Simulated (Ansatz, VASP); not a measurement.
# Cross-check of WSe2 between VASP and Ansatz, part 2 of 2

Wanted: the spread between two codes on one cell, functional and k mesh. The cell is taken from a series of runs on this material, whose earlier steps may have relaxed, scaled, displaced or heated it; both programs get it as it stands. Other levels of theory on this material are compared in a session of their own.

VASP 6.6.1 and Ansatz 0.2.0.

So far. Step 2 (VASP: single point, r2SCAN with rVV10): The run ends at a pressure of -0.12 GPa, with forces up to 0.035 eV/Å.

### 3. Ansatz: single point, r2SCAN with rVV10

Level of this step: Ansatz beside VASP: Kohn-Sham DFT, plane waves, r2SCAN with rVV10 (Ansatz).

Ansatz runs on PAW files that the input asks for by source.

The same cell, functional and mesh now go to Ansatz, which takes its cutoff from its data sets.

input.yaml

```yaml
crystal:
  lattice:
    - [3.2996977221, 0.0, 0.0]
    - [-1.6498488611, 2.8576220521, 0.0]
    - [0.0, 0.0, 16.6497436986]
  atoms:
    - { symbol: W, position: [0.0, 0.0, 0.0] }
    - { symbol: Se, position: [0.3333333333, 0.6666666667, 0.1000080529] }
    - { symbol: Se, position: [0.3333333333, 0.6666666667, 0.8999919471] }
kpoints:
  mp_grid: { grid: [12, 12, 2] }
hamiltonian:
  xc: r2scan
  pseudopotentials: { kind: paw, source: ansatz }
  dispersion: rvv10
scf:
  occupations: { method: fixed }
  n_extra_bands: 5
  convergence: { dr2_threshold: 1.0e-09 }
output:
  eigenvalues: true
  forces: true
  stress: true
```

Run with:

```console
> ansatz run input.yaml --threads 8 --pin off --max-ram 18432MiB --backend cpu --events-out ev --progress --plain --runs-dir out
```

Numbers of over 12 decimals in the logs are rounded to 6 here.

Log:

```text
Warning: output.stress: scf.convergence.dr2_threshold = 1e-9 eV is looser than the 3e-10 eV advised for a printed stress (1e-10 eV for each atom of the cell: 3). What an SCF threshold leaves in a stress goes as its square root, and in the free energy as the threshold itself, and one threshold admits the most on a small cell: [figures from the program's tests cut] Set scf.convergence.dr2_threshold to 3e-10 eV or tighter. The threshold is an SCF's pass mark: one that does not reach it within its budget of iterations ends unconverged, or closes short of it on a stop that the run arms, and scf.convergence.dr2_threshold's page says what that costs each kind of run
scf.n_extra_bands = 5 over 30 filled bands (N_el = 60.0): the run solves 35 bands
Engine: ansatz 0.2.0, aarch64-unknown-linux-gnu
Pseudopotentials: kind: paw
Pseudopotential: W, paw, valence charge 28, recommended cutoff 950 eV (meta_gga), W.paw.azcp
Pseudopotential: Se, paw, valence charge 16, recommended cutoff 820 eV (meta_gga), Se.paw.azcp
Functional definition: r2SCAN+rVV10
  parameter k0 = 0.174
  parameter k1 = 0.065
  parameter a1 = 4.9479
  exchange = r2scan_x(k0 = k0, k1 = k1, a1 = a1)
  correlation = r2scan_c + rvv10(11.95, 0.0093)
Crystal: 3 atoms, lattice volume = 156.995 Å³
Basis set: ecut = 950 eV, 10481 PW (Γ), exchange–correlation on 180×180×864 points (64 copies of the dense FFT grid, shifted against one another)
Bands: 35, of which v1, the nominal top of the filled ones, is band 30 counted from 1 (29 counted from 0)
Symmetry: 12 space group operations
Space group: P-6m2 (ITA 187), of the structure as read, at distance tolerance 5.4e-5 Å
k-points: 38 of 288 (time reversal used)
Non-local potential: W, projectors of the file, l = 0: 3, l = 1: 3, l = 2: 2, l = 3: 3
Non-local potential: Se, projectors of the file, l = 0: 2, l = 1: 2, l = 2: 3, l = 3: 1
PAW form: soft (Blöchl's): semilocal exchange-correlation on the pseudo side does not see the compensation charge
rVV10 density: all electrons in the spheres
PAW frozen core: W, regenerated for the run's functional (the file was generated under x = pbe(κ = 0.804, μ = 0.219515), c = pbe(β = 0.066725))
PAW frozen core: Se, regenerated for the run's functional (the file was generated under x = pbe(κ = 0.804, μ = 0.219515), c = pbe(β = 0.066725))
PAW one-centre angular grid: W, 974 points (default); XC on 224 Gauss nodes
PAW one-centre angular grid: Se, 590 points (default); XC on 160 Gauss nodes
Initial density: superposition of atomic densities (neutral atoms: chi_scale 0, normalization atom)
Initial wavefunctions: pseudopotential atomic-orbital guess
Functional: x = r2scan, c = r2scan + rvv10(b = 11.95, C = 0.0093); τ floored in thin density (d = 2e-4 eV/Å³)
iter 1 solved again at ethr=1.52e-3 eV; its pass at ethr=3.10e-3 eV (dr2=9.14e-1 eV) is discarded
SCF iter   1: F=—  HF=-28844.733857 eV  |F-HF|=—  |Δ(HF+E_count)|=         —  Δρ=2.08e-2  dr2=9.02e-1  dr2_τ=5.09e-2  ethr=1.52e-3  ⟨swp⟩=1.2  Hψ=6484  notcnv=0  defer=89
preconditioner: auto → Resta (q_TF=auto, 2.324 Å⁻¹)  ε∞=2.7  [insulator: Δε(μ)=1.590 eV  Ē_g=9.517 eV  n_scr=30 (ndim 8)  ℏωp=12.6 eV  f_vac=0.606  ε∞_Penn≈2.7  vacuum switching on, ρ_ref=6.6e-3 e/Å³]
SCF iter   2: F=—  HF=-28844.676612 eV  |F-HF|=—  |Δ(HF+E_count)|=   5.72e-2  Δρ=1.17e-2  dr2=1.88e-1  dr2_τ=9.64e-3  ethr=1.50e-3  ⟨swp⟩=2.4  Hψ=1684  notcnv=0  defer=97
SCF iter   3: F=—  HF=-28844.678896 eV  |F-HF|=—  |Δ(HF+E_count)|=   2.28e-3  Δρ=2.42e-3  dr2=1.69e-2  dr2_τ=2.30e-3  ethr=3.14e-4  ⟨swp⟩=3.0  Hψ=2114  notcnv=0  defer=114
SCF iter   4: F=—  HF=-28844.681284 eV  |F-HF|=—  |Δ(HF+E_count)|=   2.39e-3  Δρ=1.31e-3  dr2=6.99e-3  dr2_τ=1.57e-3  ethr=2.82e-5  ⟨swp⟩=3.0  Hψ=2337  notcnv=0  defer=114
SCF iter   5: F=—  HF=-28844.681031 eV  |F-HF|=—  |Δ(HF+E_count)|=   2.54e-4  Δρ=5.13e-4  dr2=6.90e-4  dr2_τ=8.08e-5  ethr=1.17e-5  ⟨swp⟩=2.9  Hψ=1803  notcnv=0  defer=114
SCF iter   6: F=—  HF=-28844.681290 eV  |F-HF|=—  |Δ(HF+E_count)|=   2.59e-4  Δρ=1.65e-4  dr2=4.66e-5  dr2_τ=3.73e-6  ethr=1.15e-6  ⟨swp⟩=2.3  Hψ=2004  notcnv=0  defer=114
SCF iter   7: F=—  HF=-28844.681410 eV  |F-HF|=—  |Δ(HF+E_count)|=   1.20e-4  Δρ=5.84e-5  dr2=6.60e-6  dr2_τ=3.79e-7  ethr=7.77e-8  ⟨swp⟩=2.8  Hψ=2499  notcnv=0  defer=112
SCF iter   8: F=—  HF=-28844.681427 eV  |F-HF|=—  |Δ(HF+E_count)|=   1.79e-5  Δρ=1.82e-5  dr2=7.34e-7  dr2_τ=6.61e-8  ethr=1.10e-8  ⟨swp⟩=2.9  Hψ=2523  notcnv=0  defer=105
SCF iter   9: F=—  HF=-28844.681332 eV  |F-HF|=—  |Δ(HF+E_count)|=   9.55e-5  Δρ=5.21e-6  dr2=3.42e-8  dr2_τ=3.93e-8  ethr=1.22e-9  ⟨swp⟩=3.0  Hψ=2628  notcnv=0  defer=102
SCF iter  10: F=—  HF=-28844.681332 eV  |F-HF|=—  |Δ(HF+E_count)|=   9.51e-9  Δρ=1.16e-6  dr2=3.27e-9  dr2_τ=2.19e-10  ethr=5.70e-11  ⟨swp⟩=2.3  Hψ=2440  notcnv=0  defer=102
SCF iter  11: F=-28844.681332 eV  HF=-28844.681332 eV  |F-HF|=1.13e-10  |Δ(HF+E_count)|=   6.12e-9  Δρ=3.35e-7  dr2=1.47e-10  dr2_τ=2.94e-11  ethr=1.67e-12  ⟨swp⟩=15.5  Hψ=7188  notcnv=0
SCF 1 converged in 11 iterations: F = -28844.681332 eV  dr2 = 1.47e-10
  greatest PAW one-centre occupation: 1.000 electrons in one spin orbital (limit 2), on the W atom at site 0 (counted from 0), in its partial waves of l = 0
SCF converged after 11 iterations
Free energy (F): -28844.681332 eV
Harris-Foulkes:  -28844.681332 eV  (|F-HF|=1.13e-10)
Internal energy: -28844.681332 eV  (E = F + TS)
E sigma→0 (E₀):  -28844.681332 eV
Fermi energy:    2.304385 eV
--- Per-component energies (eV) ---
  E_band       = -1718.793974
  E_kinetic    = 1123.660581
  E_local      = -65460.432361  (includes V_loc(G=0)·N_el)
  E_nonlocal   = 381.651909
  E_hartree    = 30103.535579
  E_xc         = -556.588173
  E_vxc        = -591.952723  (∫ρ·V_xc dr)
  E_paw        = -10739.520152  (= ΣΔE_a)
  E_vpaw       = 2583.175751  (= ΣTr[D̂ρ^β])
  E_aug_tail   = -0.000037  (compensation charges beyond the density's cutoff)
  E_vtau       = 38.033049  (kinetic-family band-sum trace: ∫τ·v_τ [+ j·A + Jᵃ·Aᵃ] dr)
  E_ewald      = 16307.052623
  E_core_change = -4.041302  (= ΣΔE_core)
  E_smearing   = -0.000000  (= −TS)
  E_closure    = 0.000000  (closes the sum)
  Σ components = -28844.681332   (vs F -28844.681332, Δ=0.00e0)
--- Forces (eV/Å), atoms counted from 1 ---
  atom   1  W      0.00000000     0.00000000    -0.00000000
  atom   2  Se     0.00000000     0.00000000    -0.00212493
  atom   3  Se     0.00000000     0.00000000     0.00212493
  max |Σ_I F_I| component: 7.91e-16 eV/Å
--- Stress (GPa, compression-positive) ---
       -0.011102       0.000000      -0.000000
        0.000000      -0.011102       0.000000
       -0.000000       0.000000      -0.020742
  P = ⅓ Tr σ = -0.0143 GPa (-0.143 kbar)
--- Band table (eV; the first three rows and the last of 38) ---
  k-point 0: bands = [... 26 lower, 0.0186, 0.9682, 0.9682, 1.9916, 5.4404, 5.4404, 5.6131, 5.6131, ... 1 higher]
  k-point 1: bands = [... 26 lower, 0.0186, 0.9682, 0.9682, 1.9916, 5.4404, 5.4404, 5.6131, 5.6131, ... 1 higher]
  k-point 2: bands = [... 26 lower, -0.1131, 0.7858, 1.0213, 1.9534, 5.2009, 5.2366, 5.4736, 5.6299, ... 1 higher]
  k-point 37: bands = [... 26 lower, -1.6373, -1.1485, -0.1770, 2.3044, 4.0057, 5.3898, 6.0650, 7.6160, ... 1 higher]
```

The column dr2 measures how far the density is from self-consistency, as an energy; F and HF (Harris–Foulkes) agree once it is small.

### 4. Comparison

Known differences besides the potentials themselves: VASP keeps PBE cores, Ansatz makes them for the functional; fixed occupations in Ansatz, narrow Gaussian smearing in VASP; the data sets hold 60 valence electrons in Ansatz (on PAW files that the input asks for by source) and 18 in VASP; the cutoff is 950 eV in Ansatz and 660 eV in VASP. Total energies have different zeros and are not compared.

Compared:

```csv
quantity,Ansatz,VASP,difference
pressure (GPa),-0.01,-0.12,+0.10
gap on the k mesh (eV),1.701,1.695,+0.006
```

At this near-relaxed geometry the largest component of a force difference is 32 meV/Å. A gap on the mesh is an upper bound, since the band edges may lie between its points; neither run holds spin-orbit coupling, which can move the band edges of a compound of W.

### 5. Ansatz: single point, r2SCAN with D4

A single point gives forces, pressure and levels at one fixed geometry, so differences don't come from the geometry; what else differs is listed under the comparison.

The cell is taken from a series of runs on this material, whose earlier steps may have relaxed, scaled, displaced or heated it; both programs get it as it stands.

input.yaml, as its differences from that of step 3:

```diff
@@ -14,3 +14,3 @@
   pseudopotentials: { kind: paw, source: ansatz }
-  dispersion: rvv10
+  dispersion: d4
 scf:
```

Log:

```text
[...]
Crystal: 3 atoms, lattice volume = 156.995 Å³
Basis set: ecut = 950 eV, 10481 PW (Γ), exchange–correlation on 180×180×864 points (64 copies of the dense FFT grid, shifted against one another)
Bands: 35, of which v1, the nominal top of the filled ones, is band 30 counted from 1 (29 counted from 0)
Symmetry: 12 space group operations
[...]
k-point 0: bands = [... 26 lower, 0.0484, 0.9891, 0.9891, 2.0195, 5.4607, 5.4607, 5.6309, 5.6309, ... 1 higher]
  k-point 1: bands = [... 26 lower, 0.0484, 0.9891, 0.9891, 2.0195, 5.4607, 5.4607, 5.6309, 5.6309, ... 1 higher]
  k-point 2: bands = [... 26 lower, -0.0891, 0.8069, 1.0435, 1.9803, 5.2258, 5.2603, 5.4920, 5.6499, ... 1 higher]
  k-point 37: bands = [... 26 lower, -1.6165, -1.1220, -0.1595, 2.3307, 4.0306, 5.4216, 6.0862, 7.6376, ... 1 higher]
[key lines of the parts left out:]
SCF converged after 11 iterations
Free energy (F): -28850.571491 eV
Fermi energy:    2.330672 eV
P = ⅓ Tr σ = 0.0804 GPa (0.804 kbar)
```

### 6. VASP: single point, r2SCAN with D4

The same cell, functional and mesh now go to VASP, with its own data sets.

INCAR

```
SYSTEM = WSe2
PREC = Accurate
ENCUT = 660
EDIFF = 1E-06
NELM = 120
ISMEAR = 0
SIGMA = 0.01
LREAL = .FALSE.
ALGO = Normal
METAGGA = R2SCAN
IVDW = 13
VDW_S6 = 1
VDW_S8 = 0.6018749
VDW_A1 = 0.51559235
VDW_A2 = 5.77342911
LASPH = .TRUE.
NBANDS = 15
LORBIT = 11
LWAVE = .FALSE.
LCHARG = .FALSE.
ISIF = 2
GGA_COMPAT = .FALSE.
EFERMI = MIDGAP
LMIXTAU = .TRUE.
KPAR = 2
```

POSCAR

```
WSe2
1.0
    3.2996977221      0.0000000000      0.0000000000
   -1.6498488611      2.8576220521      0.0000000000
    0.0000000000      0.0000000000     16.6497436986
W Se
1 2
Direct
    0.0000000000      0.0000000000      0.0000000000
    0.3333333333      0.6666666667      0.1000080529
    0.3333333333      0.6666666667      0.8999919471
```

KPOINTS

```
Automatic mesh
0
Gamma
12 12 2
0 0 0
```

The projector-augmented-wave data sets are W and Se (PBE family, release 64).

Run with:

```console
> mpirun -np 2 vasp_std
```

Log:

```text
[banner, memory and clock lines left out]
running    2 mpi-ranks, on    1 nodes
[...]
[... a notice as in an earlier step ...]

 LDA part: xc-table for (None), standard interpolation
 POSCAR, INCAR and KPOINTS ok, starting setup
[...]
entering main loop
       N       E                     dE             d eps       ncg     rms          rms(c)
DAV:   1     0.651300327044E+02    0.65130E+02   -0.73490E+03  1140   0.111E+03
DAV:   2    -0.710537925205E+02   -0.13618E+03   -0.12596E+03  1759   0.199E+02
DAV:   3    -0.842625654135E+02   -0.13209E+02   -0.13072E+02  1567   0.677E+01
DAV:   4    -0.844910182598E+02   -0.22845E+00   -0.22812E+00  1436   0.104E+01
[...]
DAV:  38    -0.818540307785E+02   -0.88797E-05   -0.26851E-06  1175   0.227E-02    0.484E-03
DAV:  39    -0.818540397307E+02   -0.89522E-05   -0.34428E-06  1245   0.193E-02    0.302E-03
DAV:  40    -0.818540396812E+02    0.49432E-07   -0.47881E-07  1067   0.103E-02
   1 F= -.82189881E+02 E0= -.82189881E+02  d E =0.000000E+00
```

OUTCAR, selected parts (step 6):

```text
  Edisp (eV):   -0.33584

  Total      -0.14700    -0.14700    -0.25225     0.00000     0.00000     0.00000
  in kB      -1.50021    -1.50021    -2.57431     0.00000     0.00000     0.00000
  external pressure =       -1.86 kB  Pullay stress =        0.00 kB

 POSITION                                       TOTAL-FORCE (eV/Angst)
 -----------------------------------------------------------------------------------
      0.00000      0.00000      0.00000         0.000000     -0.000000     -0.000000
     -0.00000      1.90508      1.66511        -0.000000      0.000000     -0.071818
     -0.00000      1.90508     14.98464         0.000000      0.000000      0.071818
 -----------------------------------------------------------------------------------
    total drift:                                0.000000     -0.000000     -0.000000

  FREE ENERGIE OF THE ION-ELECTRON SYSTEM (eV)
  ---------------------------------------------------
  free  energy   TOTEN  =       -82.1898814675 eV

  energy  without entropy=      -82.1898814675  energy(sigma->0) =      -82.18988147

[... 2 parts as in an earlier step ...]

[... 1 further part left out ...]
[key lines of the parts left out:]
E-fermi :  -0.5617
```

The run ends at a pressure of -0.19 GPa, with forces up to 0.072 eV/Å.

### 7. Comparison

What differs besides the data sets and the points named for the pairs above, as far as they apply: the data sets hold 60 valence electrons in Ansatz (on PAW files that the input asks for by source) and 18 in VASP. Total energies have different zeros and are not compared.

The two programs side by side:

| quantity | Ansatz | VASP | difference |
| --- | --- | --- | --- |
| pressure (GPa) | 0.08 | -0.19 | +0.27 |
| gap on the k mesh (eV) | 1.700 | 1.693 | +0.007 |

Forces (eV/Å; atoms numbered as in POSCAR):

```
atom        Ansatz x, y, z          VASP x, y, z
  W1   0.000, 0.000, 0.000   0.000, 0.000, 0.000
 Se2   0.000, 0.000, 0.004  0.000, 0.000, -0.072
 Se3  0.000, 0.000, -0.004   0.000, 0.000, 0.072
```

The forces differ by 36 meV/Å r.m.s., where the r.m.s. force is 0.002 eV/Å in Ansatz and 0.034 eV/Å in VASP: the atoms lie near their places of rest in Ansatz, so a percentage would say little (all taken over all components). A gap on the mesh is an upper bound, since the band edges may lie between its points; neither run holds spin-orbit coupling, which can move the band edges of a compound of W.

### 8. Summary of results

| Item | Value |
| --- | --- |
| r.m.s. force difference (single point, r2SCAN with rVV10) | 15 meV/Å |
| r.m.s. force difference (single point, r2SCAN with D4) | 36 meV/Å |

The r.m.s. force difference is 36 meV/Å (single point, r2SCAN with D4), beyond the 12 meV/Å picked in this series as the mark of a large difference. The data sets hold unlike numbers of valence electrons (60 in Ansatz and 18 in VASP), so part of the differences comes from the potentials. What causes the difference of the single point, r2SCAN with rVV10 pair stays open here. What causes the difference of the single point, r2SCAN with D4 pair stays open here. 5 further runs of this series are not shown here. How closely two codes agree says nothing of how well the functional describes the real material.

[Lines on the potential files, build, host, timing and source positions are cut from VASP's logs without a mark.]

[Logs are printed without paths, hosts, clocks, repeated set-up lines and the standing remarks that a program may print on its own settings, such as how far it seeks lower states.]

[Hosts, paths, dates, database ids (printed as entryN), source tags and the programs' standing remarks are cut or masked in the printed files.]
